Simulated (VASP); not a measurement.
An input for Quantum ESPRESSO's pw.x (written as the equivalent of a VASP run, and not itself run):

```
&CONTROL
  calculation = 'scf'
  pseudo_dir = './pseudo'
  outdir = './out'
  tprnfor = .true.
  tstress = .true.
/
&SYSTEM
  ibrav = 0
  nat = 1
  ntyp = 1
  ecutwfc = 74
  occupations = 'smearing'
  smearing = 'methfessel-paxton'
  degauss = 0.00735
  input_dft = 'pbe'
  vdw_corr = 'grimme-d3'
  dftd3_version = 4
  dftd3_threebody = .false.
/
&ELECTRONS
  conv_thr = 7.3e-09
  electron_maxstep = 100
/
ATOMIC_SPECIES
  K 39.098 K.upf
CELL_PARAMETERS angstrom
    -2.6304795    2.6304795    2.6304795
     2.6304795   -2.6304795    2.6304795
     2.6304795    2.6304795   -2.6304795
ATOMIC_POSITIONS crystal
  K    0.0000000  0.0000000  0.0000000
K_POINTS automatic
  10 10 10 0 0 0
```

**Question.** Write the VASP files for the same calculation (PBE-D3(BJ)).

**Answer.** This is not unique; one that fits is 
### POSCAR
```
K
2.630480
 -0.9999998275   0.9999998275   0.9999998275
  0.9999998275  -0.9999998275   0.9999998275
  0.9999998275   0.9999998275  -0.9999998275
K
1
Cart
  0.0000000000   0.0000000000   0.0000000000
```

**INCAR**
```
SYSTEM = K
PREC = Accurate
ENCUT = 520
EDIFF = 1E-7
NELM = 100
ALGO = Normal
LREAL = .FALSE.
LASPH = .TRUE.
ISMEAR = 1
SIGMA = 0.1
GGA = PE
IVDW = 12
LWAVE = .FALSE.
LCHARG = .FALSE.
ISIF = 2
```

### KPOINTS
```
Automatic mesh
0
Gamma
10 10 10
0 0 0
```

POTCAR, in this order: K_sv (PBE.64 set). Program: vasp_std.

The two are equivalent in intent, not identical: the potentials are each code's own (VASP's PAW set, PseudoDojo norm-conserving files in pw.x), so ENCUT and ecutwfc are chosen apart and not converted; conv_thr bounds pw.x's estimated SCF error, while EDIFF bounds the energy change between steps.

The compound is K in the bcc structure. This cell is one point of a volume scan, at 1.06 of the reference volume.
